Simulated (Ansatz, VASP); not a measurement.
## GaAs: VASP beside Ansatz

One calculation is typed for both programs; each brings its own data sets. How far apart do they land? The cell is taken from a series of runs on this material, whose earlier steps may have relaxed, scaled, displaced or heated it; both programs get it as it stands.

Program: Ansatz 0.2.0. Level of theory: plane waves, with VASP 6.6.1 beside it; r2SCAN. Results are calculated unless marked as measured.

### 1. Set-up

Symmetry: F-43m, No. 216, cubic system. The conventional cell has a = 5.665 Å, b = 5.665 Å, c = 5.665 Å, α = 90.00°, β = 90.00°, γ = 90.00°. Ga has 4 As at 2.45 Å nearest. Nearest to As lie 4 Ga at 2.45 Å. Farther neighbours are not listed.

### 2. VASP: zone-centre phonons, r2SCAN

Second derivatives magnify differences that forces hide, and they need a tight electronic threshold.

Lines of VASP's logs that name or quote its potential files are left out, and so is its time.

File INCAR:

```
SYSTEM = GaAs
PREC = Accurate
ENCUT = 550
EDIFF = 1E-08
NELM = 120
ISMEAR = 0
SIGMA = 0.01
LREAL = .FALSE.
ALGO = Normal
METAGGA = R2SCAN
LASPH = .TRUE.
NBANDS = 15
LORBIT = 11
LWAVE = .FALSE.
LCHARG = .FALSE.
ISIF = 2
IBRION = 6
NFREE = 2
POTIM = 0.015
NSW = 1
GGA_COMPAT = .FALSE.
EFERMI = MIDGAP
LMIXTAU = .TRUE.
```

File POSCAR:

```
GaAs
1.0
    0.0000000000      2.8326412844      2.8326412844
    2.8326412844      0.0000000000      2.8326412844
    2.8326412844      2.8326412844      0.0000000000
Ga As
1 1
Direct
    0.0000000000      0.0000000000      0.0000000000
    0.2500000000      0.2500000000      0.2500000000
```

File KPOINTS:

```
Automatic mesh
0
Gamma
6 6 6
0 0 0
```

PAW data sets: Ga_d and As (PBE family, release 64).

Command:

```console
$ mpirun -np 1 vasp_std
```

Numbers of over 12 decimals in the logs are rounded to 6 here.

The program printed:

```text
[banner, memory and clock lines left out]
running    1 mpi-ranks, on    1 nodes
 distrk:  each k-point on    1 cores,    1 groups
 distr:  one band on    1 cores,    1 groups

 POSCAR found type information on POSCAR GaAs
 POSCAR found :  2 types and       2 ions
|                                                                             |
|               ----> ADVICE to this user running VASP <----                  |
|                                                                             |
|     You enforced a specific xc type in the INCAR file but a different       |
|     [... a line on the potential file left out ...]
|     I HOPE YOU KNOW WHAT YOU ARE DOING!                                     |
|                                                                             |

 LDA part: xc-table for (None), standard interpolation
 POSCAR, INCAR and KPOINTS ok, starting setup
 FFT: planning ... GRIDC
 FFT: planning ... GRID_SOFT
 FFT: planning ... GRID
 WAVECAR not read
 entering main loop
       N       E                     dE             d eps       ncg     rms          rms(c)
DAV:   1     0.679352480940E+02    0.67935E+02   -0.95155E+03   480   0.176E+03
DAV:   2    -0.221456151402E+02   -0.90081E+02   -0.86158E+02   536   0.331E+02
DAV:   3    -0.290050005860E+02   -0.68594E+01   -0.68316E+01   557   0.735E+01
DAV:   4    -0.291173661745E+02   -0.11237E+00   -0.11234E+00   578   0.104E+01
DAV:   5    -0.291190242477E+02   -0.16581E-02   -0.16580E-02   606   0.114E+00    0.317E+00
DAV:   6    -0.269899779799E+02    0.21290E+01   -0.57681E-01   536   0.152E+01    0.193E+00
DAV:   7    -0.270897687321E+02   -0.99791E-01   -0.30124E-01   508   0.674E+00    0.883E-01
DAV:   8    -0.270077412893E+02    0.82027E-01   -0.13707E-01   487   0.459E+00    0.357E-01
DAV:   9    -0.269422622852E+02    0.65479E-01   -0.23644E-01   487   0.422E+00    0.232E-01
DAV:  10    -0.269402700782E+02    0.19922E-02   -0.81146E-02   480   0.250E+00    0.727E-02
DAV:  11    -0.270343841496E+02   -0.94114E-01   -0.46931E-02   480   0.177E+00    0.591E-02
DAV:  12    -0.270316514890E+02    0.27327E-02   -0.12468E-03   655   0.346E-01    0.274E-02
DAV:  13    -0.270356007895E+02   -0.39493E-02   -0.12519E-03   494   0.363E-01    0.146E-02
DAV:  14    -0.270360212035E+02   -0.42041E-03   -0.32277E-04   578   0.204E-01    0.612E-03
DAV:  15    -0.270360905865E+02   -0.69383E-04   -0.64367E-05   508   0.964E-02    0.618E-03
DAV:  16    -0.270361088497E+02   -0.18263E-04   -0.30063E-06   613   0.190E-02    0.346E-03
DAV:  17    -0.270361116066E+02   -0.27569E-05   -0.43032E-07   557   0.724E-03    0.157E-03
DAV:  18    -0.270361161834E+02   -0.45768E-05   -0.17678E-06   522   0.156E-02    0.491E-04
DAV:  19    -0.270361163330E+02   -0.14963E-06   -0.50370E-08   543   0.251E-03    0.245E-04
DAV:  20    -0.270361162177E+02    0.11529E-06   -0.15977E-08   562   0.128E-03    0.357E-04
DAV:  21    -0.270361162777E+02   -0.59941E-07   -0.67808E-09   415   0.825E-04    0.249E-04
DAV:  22    -0.270361162807E+02   -0.29827E-08   -0.11279E-09   338   0.367E-04
   1 F= -.27036116E+02 E0= -.27036116E+02  d E =0.000000E+00
[...]
2 F= -.27035090E+02 E0= -.27035090E+02  d E =0.000000E+00
[...]
3 F= -.27035090E+02 E0= -.27035090E+02  d E =0.000000E+00
[...]
4 F= -.27035051E+02 E0= -.27035051E+02  d E =0.000000E+00
 Finite differences progress:
  Degree of freedom:   2/  2
  Displacement:        1/  2
  Total:               3/  4
 bond charge predicted
       N       E                     dE             d eps       ncg     rms          rms(c)
DAV:   1    -0.270330222147E+02    0.20288E-02   -0.29567E-01  1422   0.240E+00    0.137E-01
DAV:   2    -0.270349905165E+02   -0.19683E-02   -0.10238E-02  1765   0.701E-01    0.713E-02
DAV:   3    -0.270349667819E+02    0.23735E-04   -0.19439E-04  1597   0.167E-01    0.222E-02
DAV:   4    -0.270350086487E+02   -0.41867E-04   -0.14878E-04  1632   0.102E-01    0.885E-03
DAV:   5    -0.270350509792E+02   -0.42331E-04   -0.34005E-05  1541   0.465E-02    0.439E-03
DAV:   6    -0.270350499517E+02    0.10275E-05   -0.28397E-06  1779   0.132E-02    0.824E-04
DAV:   7    -0.270350509732E+02   -0.10216E-05   -0.95652E-07  1506   0.795E-03    0.906E-04
DAV:   8    -0.270350509607E+02    0.12582E-07   -0.11617E-07  1744   0.279E-03    0.343E-04
DAV:   9    -0.270350510016E+02   -0.40901E-07   -0.76302E-08  1569   0.242E-03    0.680E-05
DAV:  10    -0.270350510224E+02   -0.20816E-07   -0.51031E-09  1369   0.606E-04    0.599E-05
DAV:  11    -0.270350510224E+02   -0.40927E-10   -0.11235E-09   963   0.265E-04
   5 F= -.27035051E+02 E0= -.27035051E+02  d E =0.000000E+00
 Finite differences progress:
  Degree of freedom:   2/  2
  Displacement:        2/  2
  Total:               4/  4
```

From OUTCAR (step 2):

```text
ion  position               nearest neighbor table
   1  0.000  0.000  0.000-   2 2.45   2 2.45   2 2.45   2 2.45
   2  0.250  0.250  0.250-   1 2.45   1 2.45   1 2.45   1 2.45

  LATTYP: Found a face centered cubic cell.
 ALAT       =     5.6652825688

 Subroutine GETGRP returns: Found 24 space group operations
 (whereof 24 operations were pure point group operations)

The static configuration has the point symmetry T_d .

 Found     16 irreducible k-points:

   k-points           NKPTS =     16   k-points in BZ     NKDIM =     16   number of bands    NBANDS=     15

   dimension x,y,z NGX =    32 NGY =   32 NGZ =   32
   dimension x,y,z NGXF=    64 NGYF=   64 NGZF=   64

   ENCUT  =  550.0 eV  40.42 Ry    6.36 a.u.   7.66  7.66  7.66*2*pi/ulx,y,z

   NELECT =      18.0000    total number of electrons

 k-points in reciprocal lattice and weights: Automatic mesh
   0.00000000  0.00000000  0.00000000       0.005
   0.16666667  0.00000000  0.00000000       0.037
   0.33333333  0.00000000  0.00000000       0.037
   0.50000000  0.00000000  0.00000000       0.019
   0.16666667  0.16666667  0.00000000       0.028
   0.33333333  0.16666667  0.00000000       0.111
   0.50000000  0.16666667  0.00000000       0.111
  -0.33333333  0.16666667  0.00000000       0.111
  -0.16666667  0.16666667  0.00000000       0.056
[...]
-0.33333333  0.33333333  0.16666667       0.111
  -0.33333333  0.50000000  0.16666667       0.056

 average (electrostatic) potential at core
       1 -71.3101       2 -54.9531

 E-fermi :   4.1241

 k-point     1 :       0.0000    0.0000    0.0000
  band No.  band energies     occupation
    ...
      5     -11.5192      2.00000
      6      -9.5369      2.00000
      7       3.5800      2.00000
      8       3.6284      2.00000
      9       3.6747      2.00000
     10       4.5735      0.00000
     11       7.6318      0.00000
     12       7.6626      0.00000
     13       7.6955      0.00000
     14      11.8476      0.00000
    ...

 k-point     2 :       0.1667    0.0000    0.0000
  band No.  band energies     occupation
    ...
      5     -11.5194      2.00000
      6      -9.2016      2.00000
      7       0.9091      2.00000
      8       3.2195      2.00000
      9       3.2811      2.00000
     10       5.6267      0.00000
     11       8.1976      0.00000
     12       8.2548      0.00000
     13       8.7024      0.00000
     14      13.1613      0.00000
    ...

 k-point     3 :       0.3333    0.0000    0.0000
  band No.  band energies     occupation
    ...
      5     -11.5176      2.00000
      6      -8.3380      2.00000
      7      -1.8737      2.00000
      8       2.6491      2.00000
      9       2.7131      2.00000
     10       5.2081      0.00000
     11       8.6331      0.00000
     12       8.7234      0.00000
     13      11.3839      0.00000
     14      13.0139      0.00000
    ...

  Total        0.0407434      0.0429779      0.0429779      0.0000000      0.1046505      0.0000000
  in kB        1.4360288      1.5147856      1.5147856      0.0000000      3.6884771      0.0000000
  external PRESSURE =       1.4885333 kB  Pullay stress =       0.0000000 kB

  energy-cutoff  :      550.00
  volume of cell :       45.46
      direct lattice vectors                 reciprocal lattice vectors
     0.000000000  2.832641284  2.832641284    -0.176513702  0.176513702  0.176513702
     2.832641284  0.000000000  2.832641284     0.176513702 -0.176513702  0.176513702
     2.832641284  2.832641284  0.000000000     0.176513702  0.176513702 -0.176513702

 POSITION                                       TOTAL-FORCE (eV/Angst)
 -----------------------------------------------------------------------------------
      0.00000      0.00000      0.00000        -0.142446     -0.000000     -0.000000
      1.40132      1.41632      1.41632         0.142446      0.000000      0.000000
 -----------------------------------------------------------------------------------
    total drift:                               -0.001012     -0.000001     -0.000000

  FREE ENERGIE OF THE ION-ELECTRON SYSTEM (eV)
  ---------------------------------------------------
  free  energy   TOTEN  =       -27.0350510224 eV

  energy  without entropy=      -27.0350510224  energy(sigma->0) =      -27.03505102

 Eigenvectors and eigenvalues of the dynamical matrix
 ----------------------------------------------------

   1 f  =    7.973184 THz    50.096992 2PiTHz  265.956789 cm-1    32.974424 meV
             X         Y         Z           dx          dy          dz
      0.000000  0.000000  0.000000    -0.000000   -0.000000    0.716040
      1.416321  1.416321  1.416321     0.000000   -0.000000   -0.698060

   2 f  =    7.973184 THz    50.096992 2PiTHz  265.956789 cm-1    32.974424 meV
             X         Y         Z           dx          dy          dz
      0.000000  0.000000  0.000000    -0.000000   -0.716040   -0.000000
      1.416321  1.416321  1.416321     0.000000    0.698060    0.000000

   3 f  =    7.973184 THz    50.096992 2PiTHz  265.956789 cm-1    32.974424 meV
             X         Y         Z           dx          dy          dz
      0.000000  0.000000  0.000000     0.716040   -0.000000    0.000000
      1.416321  1.416321  1.416321    -0.698060    0.000000    0.000000

   4 f/i=    0.041950 THz     0.263578 2PiTHz    1.399293 cm-1     0.173490 meV
             X         Y         Z           dx          dy          dz
      0.000000  0.000000  0.000000     0.547048   -0.022343    0.433044
      1.416321  1.416321  1.416321     0.561138   -0.022918    0.444198

   5 f/i=    0.041950 THz     0.263578 2PiTHz    1.399293 cm-1     0.173490 meV
             X         Y         Z           dx          dy          dz
      0.000000  0.000000  0.000000    -0.362762    0.358329    0.476751
      1.416321  1.416321  1.416321    -0.372106    0.367559    0.489030

   6 f/i=    0.041950 THz     0.263578 2PiTHz    1.399293 cm-1     0.173490 meV
             X         Y         Z           dx          dy          dz
      0.000000  0.000000  0.000000    -0.237550   -0.598655    0.269201
      1.416321  1.416321  1.416321    -0.243669   -0.614075    0.276134

 ELASTIC MODULI CONTR FROM IONIC RELAXATION (kBar)
 Direction    XX          YY          ZZ          XY          YZ          ZX
 --------------------------------------------------------------------------------
 XX          -0.0000     -0.0000     -0.0000      0.0000      0.0000     -0.0000
 YY          -0.0000     -0.0000     -0.0000      0.0000      0.0000     -0.0000
 ZZ          -0.0000     -0.0000     -0.0000      0.0000      0.0000     -0.0000
 XY           0.0000      0.0000      0.0000   -180.8078     -0.0000     -0.0000
 YZ           0.0000      0.0000      0.0000     -0.0000   -180.8078      0.0000
 ZX          -0.0000     -0.0000     -0.0000     -0.0000      0.0000   -180.8078
 --------------------------------------------------------------------------------

 total charge
# of ion       s       p       d       tot
------------------------------------------
    1        0.845   0.790   9.998  11.633
    2        1.201   1.640   0.032   2.873
--------------------------------------------------
tot          2.046   2.431  10.030  14.506

[... 3 further parts left out ...]
```

Levels, forces or a CONTCAR printed for this step are those of its last displaced cell, not of the structure at rest.

(Continued in part 2 of 2.)

[Lines on the potential files, build, host, timing and source positions are cut from VASP's logs without a mark.]

[Logs are printed without paths, hosts, clocks, repeated set-up lines and the standing remarks that a program may print on its own settings, such as how far it seeks lower states.]

[Hosts, paths, dates, database ids (printed as entryN), source tags and the programs' standing remarks are cut or masked in the printed files.]
